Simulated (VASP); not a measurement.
Method: PBEsol GGA, VASP's PBE PAW potentials (set 64) (plane waves; VASP).

The input files of a VASP run:

POSCAR:
```
TmB2
1
    3.2373019419     0.0000000000     0.0000000000
   -1.6186509710     2.8035855621     0.0000000000
    0.0000000000     0.0000000000     3.8812174389
Tm B
1 2
Direct
  0.0000000000   0.0000000000   0.0000000000
  0.3333330000   0.6666670000   0.5000000000
  0.6666670000   0.3333330000   0.5000000000
```

**KPOINTS**
```
Automatic mesh
0
Gamma
10 10 8
0 0 0
```

**INCAR**
```
! general
SYSTEM =TmB2
PREC   =Accurate
ENCUT  =600
LREAL  =.FALSE.
LASPH  =.TRUE.

! electronic loop
EDIFF  =1E-7
NELM   =100
ALGO   =Normal
LMAXMIX=6

! smearing
ISMEAR =1
SIGMA  =0.1

! functional
GGA    =PS

! ions
IBRION =2
NSW    =30
ISIF   =2
EDIFFG =-0.01

! output
LWAVE  =.FALSE.
LCHARG =.FALSE.
```

POTCAR, in this order: Tm_3 B (PBE.64 set). Program: vasp_std.

The resulting files:

File OUTCAR:
```
 ion  position               nearest neighbor table
   1  0.000  0.000  0.000-   2 2.69   3 2.69   2 2.69   3 2.69   2 2.69   2 2.69   3 2.69   3 2.69
                             3 2.69   3 2.69   2 2.69   2 2.69
   2  0.333  0.667  0.500-   3 1.87   3 1.87   3 1.87   1 2.69   1 2.69   1 2.69   1 2.69   1 2.69
                             1 2.69
   3  0.667  0.333  0.500-   2 1.87   2 1.87   2 1.87   1 2.69   1 2.69   1 2.69   1 2.69   1 2.69
                             1 2.69
  LATTYP: Found a hexagonal cell.
 ALAT       =     3.2373019419
 C/A-ratio  =     1.1989049859
 Subroutine PRICEL returns:
 Original cell was already a primitive cell.
 Subroutine GETGRP returns: Found 24 space group operations
The static configuration has the point symmetry D_6h.
The dynamic configuration has the point symmetry D_6h.
 Subroutine INISYM returns: Found 24 space group operations
 Subroutine IBZKPT returns following result:
 Found     70 irreducible k-points:

 Following reciprocal coordinates:
            Coordinates               Weight
  0.000000  0.000000  0.000000      1.000000
  0.100000  0.000000  0.000000      6.000000
  0.200000  0.000000  0.000000      6.000000
  0.300000  0.000000  0.000000      6.000000
  0.400000  0.000000  0.000000      6.000000
  0.500000  0.000000  0.000000      3.000000
  0.100000  0.100000  0.000000      6.000000
  0.200000  0.100000  0.000000     12.000000
  0.300000  0.100000  0.000000     12.000000
  0.400000  0.100000  0.000000     12.000000
  0.200000  0.200000  0.000000      6.000000
  0.300000  0.200000  0.000000     12.000000
  0.400000  0.200000  0.000000      6.000000
  0.300000  0.300000  0.000000      6.000000
  0.000000  0.000000  0.125000      2.000000
  0.100000  0.000000  0.125000     12.000000
  0.200000  0.000000  0.125000     12.000000
  0.300000  0.000000  0.125000     12.000000
  0.400000  0.000000  0.125000     12.000000
...
```

OSZICAR:
```
       N       E                     dE             d eps       ncg     rms          rms(c)
DAV:   1     0.591971384161E+02    0.59197E+02   -0.73704E+03  1588   0.141E+03
DAV:   2    -0.167904212528E+02   -0.75988E+02   -0.71904E+02  1865   0.340E+02
DAV:   3    -0.218650264205E+02   -0.50746E+01   -0.47277E+01  2454   0.587E+01
DAV:   4    -0.219887973437E+02   -0.12377E+00   -0.12332E+00  2407   0.699E+00
DAV:   5    -0.219898606574E+02   -0.10633E-02   -0.10626E-02  2072   0.576E-01    0.275E+01
DAV:   6    -0.210635284727E+02    0.92633E+00   -0.23005E+00  2556   0.112E+01    0.196E+01
DAV:   7    -0.210878468224E+02   -0.24318E-01   -0.70525E-01  2599   0.643E+00    0.546E+00
DAV:   8    -0.210677480194E+02    0.20099E-01   -0.35583E-01  2576   0.447E+00    0.829E-01
DAV:   9    -0.210554350411E+02    0.12313E-01   -0.36519E-02  2581   0.150E+00    0.252E-01
DAV:  10    -0.210550838120E+02    0.35123E-03   -0.36206E-03  2465   0.413E-01    0.252E-01
DAV:  11    -0.210550557750E+02    0.28037E-04   -0.16953E-04  2369   0.116E-01    0.398E-02
DAV:  12    -0.210550512124E+02    0.45626E-05   -0.15359E-05  2569   0.328E-02    0.111E-02
DAV:  13    -0.210550513910E+02   -0.17864E-06   -0.24948E-06  2619   0.136E-02    0.135E-03
DAV:  14    -0.210550513184E+02    0.72628E-07   -0.11956E-07  1250   0.294E-03
   1 F= -.21055051E+02 E0= -.21055072E+02  d E =-.210551E+02
```

File OUTCAR:
```
------------------------ aborting loop because EDIFF is reached ----------------------------------------
  FORCE on cell =-STRESS in cart. coord.  units (eV):
  Direction    XX          YY          ZZ          XY          YZ          ZX
  --------------------------------------------------------------------------------------
  Total       -0.5671071     -0.5671071     -3.0575036      0.0000000      0.0000000     -0.0000000
  in kB      -25.7935245    -25.7935215   -139.0633095      0.0000000      0.0000000     -0.0000000
  external PRESSURE =     -63.5501185 kB  Pullay stress =       0.0000000 kB
  volume of cell :       35.23
      direct lattice vectors                 reciprocal lattice vectors
     3.237301942  0.000000000  0.000000000     0.308899206  0.178343050  0.000000000
    -1.618650971  2.803585562  0.000000000     0.000000000  0.356686100  0.000000000
     0.000000000  0.000000000  3.881217439     0.000000000  0.000000000  0.257651115
 POSITION                                       TOTAL-FORCE (eV/Angst)
 -----------------------------------------------------------------------------------
      0.00000      0.00000      0.00000         0.000000      0.000000      0.000000
     -0.00000      1.86906      1.94061         0.000000      0.000000      0.000000
      1.61865      0.93453      1.94061        -0.000000      0.000000      0.000000
 -----------------------------------------------------------------------------------
    total drift:                               -0.000000      0.000000      0.000000
  FREE ENERGIE OF THE ION-ELECTRON SYSTEM (eV)
  ---------------------------------------------------
  free  energy   TOTEN  =       -21.0550513184 eV

  energy  without entropy=      -21.0551120933  energy(sigma->0) =      -21.05507158

 reached required accuracy - stopping structural energy minimisation
```
(Selected blocks of OUTCAR.)

The 4f electrons are frozen in the core of the lanthanide potential, so 4f levels, which can set the real gap, and their magnetism are missing.

The structure comes from a computed database's TmB2 entry (P6/mmm); how it stands against other phases isn't given here. This cell was strained or had an atom moved on purpose. The electron count is odd and the run is not spin-polarised, which forces a metal.
